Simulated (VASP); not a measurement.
Consider the following.

```xyz
2
Lattice="0.0000 2.8343 2.8343 2.8343 0.0000 2.8343 2.8343 2.8343 0.0000" Properties=species:S:1:pos:R:3 pbc="T T T"
Be     0.0000     0.0000     0.0000
Te     4.2515     4.2515     4.2515
```

Method: PBE GGA, VASP's PBE PAW potentials (set 64) (plane waves; VASP). Settings: PREC = Normal, EDIFF = 1E-5, 400 eV cut-off, 9×9×9 Γ-centred mesh, Gaussian smearing of 0.050 eV, potentials Be Te.

Estimate the energy per atom (σ→0).

The energy per atom (σ→0) is -3.812 eV/atom.

The compound is BeTe in the zinc blende structure. It was relaxed first.
